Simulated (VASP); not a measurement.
Calculation: MS2 meta-GGA, VASP's PBE PAW potentials (set 64) (plane waves; VASP).

VASP ran on this input.

### INCAR
```
! general
SYSTEM  = TiB2
PREC    = Accurate
ENCUT   = 520
LREAL   = .FALSE.
LASPH   = .TRUE.

! electronic loop
EDIFF   = 1E-7
NELM    = 100
ALGO    = Normal
LMAXMIX = 4
LMIXTAU = .TRUE.

! smearing
ISMEAR  = -5

! functional
METAGGA = MS2

! ions
ISIF    = 2

! output
LWAVE   = .FALSE.
LCHARG  = .FALSE.
LORBIT  = 11
NEDOS   = 601

! other
LEFG    = .TRUE.
```

File POSCAR:
```
TiB2
1
    1.5067017583    -2.6096840234     0.0000000000
    1.5067017583     2.6096840234     0.0000000000
   -0.0000000000     0.0000000000     3.2357240048
Ti B
1 2
Direct
  0.0000000000   0.0000000000   0.0000000000
  0.3333330000   0.6666670000   0.5000000000
  0.6666670000   0.3333330000   0.5000000000
```

KPOINTS_OPT:
```
k-points along high-symmetry lines
6
Line-mode
Reciprocal
  0.000000   0.000000   0.000000 ! GAMMA
 -0.000000   0.500000   0.000000 ! M

 -0.000000   0.500000   0.000000 ! M
 -0.333333   0.666667   0.000000 ! K

 -0.333333   0.666667   0.000000 ! K
  0.000000   0.000000   0.000000 ! GAMMA

  0.000000   0.000000   0.000000 ! GAMMA
  0.000000   0.000000   0.500000 ! A

  0.000000   0.000000   0.500000 ! A
 -0.000000   0.500000   0.500000 ! L

 -0.000000   0.500000   0.500000 ! L
 -0.333333   0.666667   0.500000 ! H

 -0.333333   0.666667   0.500000 ! H
  0.000000   0.000000   0.500000 ! A

 -0.000000   0.500000   0.500000 ! L
 -0.000000   0.500000   0.000000 ! M

 -0.333333   0.666667   0.500000 ! H
 -0.333333   0.666667   0.000000 ! K
```

KPOINTS:
```
K-points
0
Gamma
 13 13 11
```

POTCAR, in this order: Ti_sv B (PBE.64 set). Program: vasp_std.

Q: What will the output report for the number of irreducible k-points (NKPTS), largest plane-wave count, number of space-group operations, FFT grid (NGX, NGY, NGZ)?

A: 
```json
{
  "number of irreducible k-points (NKPTS)": "126",
  "largest_plane_wave_count": "702",
  "number_of_space_group_operations": "24",
  "FFT grid (NGX, NGY, NGZ)": "24 × 24 × 24"
}
```

The compound is TiB2 in the AlB2 type structure. It was relaxed first.
